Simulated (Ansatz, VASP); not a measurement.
# ZnS: VASP beside Ansatz, part 2 of 2

Aim: how closely do two programs agree when they are given the same cell, functional and k mesh? The cell is taken from a series of runs on this material, whose earlier steps may have relaxed, scaled, displaced or heated it; both programs get it as it stands.

VASP 6.6.1 and Ansatz 0.2.0.

So far: The structure; Ansatz: zone-centre phonons, LDA, pair 1; VASP: zone-centre phonons, LDA, pair 1; Side by side.

## (5) VASP: zone-centre phonons, LDA, pair 2

Level of this step: LDA; plane waves and PAW (Zn, S) (VASP).

Second derivatives magnify differences that forces hide, and they need a tight electronic threshold. The cell compared in this pair holds 38.01 Å³, against 36.89 Å³ for the pair before.

INCAR reads:

```
SYSTEM = ZnS
PREC = Accurate
ENCUT = 500
EDIFF = 1E-08
NELM = 120
ISMEAR = 0
SIGMA = 0.01
LREAL = .FALSE.
ALGO = Normal
GGA = CA
NBANDS = 15
LORBIT = 11
LWAVE = .FALSE.
LCHARG = .FALSE.
ISIF = 2
IBRION = 8
LASPH = .TRUE.
GGA_COMPAT = .FALSE.
EFERMI = MIDGAP
```

POSCAR reads:

```
ZnS
1.0
    0.0000000000      2.6686482856      2.6686482856
    2.6686482856      0.0000000000      2.6686482856
    2.6686482856      2.6686482856      0.0000000000
Zn S
1 1
Direct
    0.2500000000      0.2500000000      0.2500000000
    0.0000000000      0.0000000000      0.0000000000
```

KPOINTS reads:

```
Automatic mesh
0
Gamma
6 6 6
0 0 0
```

Potentials, in the order of the species: Zn and S (LDA family, release 64).

Launch:

```sh
mpirun -np 1 vasp_std
```

Numbers of over 12 decimals in the logs are rounded to 6 here.

Log:

```text
[... set-up lines as in an earlier step ...]
 entering main loop
       N       E                     dE             d eps       ncg     rms          rms(c)
DAV:   1     0.794992021560E+02    0.79499E+02   -0.83700E+03   480   0.139E+03
DAV:   2    -0.332079202315E+01   -0.82820E+02   -0.76452E+02   522   0.262E+02
DAV:   3    -0.857880895317E+01   -0.52580E+01   -0.52291E+01   627   0.638E+01
DAV:   4    -0.863395703608E+01   -0.55148E-01   -0.55132E-01   578   0.687E+00
[...]
DAV:  12    -0.820012567753E+01   -0.12559E-06   -0.10939E-06   529   0.772E-03    0.194E-03
DAV:  13    -0.820012565428E+01    0.23252E-07   -0.59637E-08   761   0.398E-03    0.502E-04
DAV:  14    -0.820012565510E+01   -0.81604E-09   -0.73940E-09   332   0.702E-04
   1 F= -.82001257E+01 E0= -.82001257E+01  d E =0.000000E+00
 Linear response reoptimize wavefunctions to high precision
DAV:   1    -0.820012565510E+01    0.15916E-11   -0.93115E-10   457   0.587E-04
 Linear response DOF=           2
 Linear response progress:
  Degree of freedom:   1/  2
[...]
RMM:  11    -0.210126532637E+00    0.47179E-09    0.14222E-07  2567   0.285E-05    0.669E-07
RMM:  12    -0.210126536095E+00   -0.34585E-08    0.13229E-07  2056   0.255E-05    0.169E-07
RMM:  13    -0.210126537682E+00   -0.15865E-08    0.10572E-07  1673   0.248E-05    0.998E-08
 first order change of Fermi-energy   0.31149E+00
 force on displaced ion       1 direction 1 :  -6.288  -0.000  -0.000
 Linear response progress:
  Degree of freedom:   2/  2
       N       E                     dE             d eps       ncg     rms          rms(c)
RMM:   1    -0.105386723615E+00   -0.10539E+00    0.50262E-02  3415   0.227E+00
RMM:   2    -0.103093988818E+00    0.22927E-02   -0.49720E-03  2236   0.653E-01    0.170E-01
RMM:   3    -0.103467776910E+00   -0.37379E-03   -0.35517E-04  2391   0.145E-01    0.844E-02
RMM:   4    -0.103845090107E+00   -0.37731E-03   -0.66770E-05  2423   0.528E-02    0.165E-02
[...]
RMM:  12    -0.103847521861E+00    0.18705E-07    0.10935E-06  2390   0.276E-05    0.404E-07
RMM:  13    -0.103847522377E+00   -0.51583E-09    0.10838E-06  2158   0.247E-05    0.124E-07
RMM:  14    -0.103847525072E+00   -0.26949E-08    0.10677E-06  1878   0.242E-05    0.707E-08
 first order change of Fermi-energy  -0.31105E+00
 force on displaced ion       2 direction 1 :  -6.238   0.000   0.000
 Linear response finished
```

From OUTCAR (step 5):

```text
  Total       -0.3872818     -0.3872818     -0.3872818      0.0000000     -0.0000000      0.0000000
  in kB      -16.3242673    -16.3242673    -16.3242673      0.0000000     -0.0000000      0.0000000
  external PRESSURE =     -16.3242673 kB  Pullay stress =       0.0000000 kB

 POSITION                                       TOTAL-FORCE (eV/Angst)
 -----------------------------------------------------------------------------------
      1.33432      1.33432      1.33432         0.000000      0.000000      0.000000
      0.00000      0.00000      0.00000        -0.000000     -0.000000     -0.000000
 -----------------------------------------------------------------------------------
    total drift:                               -0.000001     -0.000001     -0.000001

[... 1 part as in an earlier step ...]

[... 1 further part left out ...]
```

## (6) Ansatz: zone-centre phonons, LDA, pair 2

The same cell, functional (in two slightly different forms) and mesh now go to Ansatz.

The cell is taken from a series of runs on this material, whose earlier steps may have relaxed, scaled, displaced or heated it; both programs get it as it stands.

input.yaml reads:

```yaml
crystal:
  lattice:
    - [0.0, 2.6686482856, 2.6686482856]
    - [2.6686482856, 0.0, 2.6686482856]
    - [2.6686482856, 2.6686482856, 0.0]
  atoms:
    - { symbol: Zn, position: [0.25, 0.25, 0.25] }
    - { symbol: S, position: [0.0, 0.0, 0.0] }
kpoints:
  mp_grid: { grid: [6, 6, 6] }
hamiltonian:
  xc: lda
scf:
  occupations: { method: fixed }
output:
  eigenvalues: true
basis:
  ecutwfc: 260.0
phonons:
  method: dfpt
```

Launch:

```sh
ansatz run input.yaml --threads 4 --pin off --max-ram 7168MiB --backend cpu --events-out ev --progress --plain --runs-dir out
```

Log:

```text
[...]
Crystal: 2 atoms, lattice volume = 38.011 Å³
Basis set: ecut = 260 eV, 339 PW (Γ), exchange–correlation on 40×40×40 points (8 copies of the dense FFT grid, shifted against one another)
Bands: 13, of which v1, the nominal top of the filled ones, is band 9 counted from 1 (8 counted from 0)
Symmetry: 24 space group operations
k-points: 30 of 216 (irreducible under 8 space group operations, time reversal used)
[...]
k-point 1: bands = [... 5 lower, -0.6882, 4.1344, 5.6721, 5.6721, 9.1563, 12.2267, 12.6559, 12.6559]
  k-point 2: bands = [... 5 lower, -0.6847, 1.7676, 5.2183, 5.2183, 9.3115, 12.9014, 12.9014, 13.7445]
  k-point 29: bands = [... 5 lower, -0.2733, 1.0762, 3.1291, 3.1300, 10.6095, 11.2781, 14.9106, 14.9346]
[...]
ASR residual: 6.188e-5 → 0.000e0 eV/Å²; symmetrization residual: 8.994e-7 eV/Å²
  ASR residual per site (eV/Å²): 7.25e-6 6.19e-5
  Γ frequencies (cm⁻¹): 0.00 0.00 0.00 277.79 277.79 277.79
[...]
[key lines of the parts left out:]
SCF converged after 8 iterations
Free energy (F): -4116.618834 eV
Fermi energy:    5.942529 eV
```

## (7) Side by side

Compared:

```tsv
quantity	Ansatz	VASP	difference
optical mode 1 to 3 (cm⁻¹)	277.8	281.2	-1.20 %
```

Modes are paired by rising frequency, not by their patterns, so a pair may set unlike modes beside each other; they are those without the splitting of longitudinal modes.

## (8) Outcome

```json
{
  "r.m.s. difference of the optical zone-centre modes, each program's sorted by frequency (zone-centre phonons, LDA, pair 1)": "1.8 cm⁻¹",
  "difference in optical mode 1 to 3 (zone-centre phonons, LDA, pair 1)": "-0.6 %",
  "r.m.s. difference of the optical zone-centre modes, each program's sorted by frequency (zone-centre phonons, LDA, pair 2)": "3.4 cm⁻¹",
  "difference in optical mode 1 to 3 (zone-centre phonons, LDA, pair 2)": "-1.2 %"
}
```

In words: The r.m.s. difference of the optical zone-centre modes, each program's sorted by frequency is 1.8 cm⁻¹ (zone-centre phonons, LDA, pair 1). Among the rows given in per cent, the largest difference of the zone-centre phonons, LDA, pair 1 pair is in optical mode 1 to 3, -0.6 %. Among the rows given in per cent, the largest difference of the zone-centre phonons, LDA, pair 2 pair is in optical mode 1 to 3, -1.2 %. How closely two codes agree says nothing of how well the functional describes the real material.

[Lines on the potential files, build, host, timing and source positions are cut from VASP's logs without a mark.]

[Logs are printed without paths, hosts, clocks, repeated set-up lines and the standing remarks that a program may print on its own settings, such as how far it seeks lower states.]

[Hosts, paths, dates, database ids (printed as entryN), source tags and the programs' standing remarks are cut or masked in the printed files.]
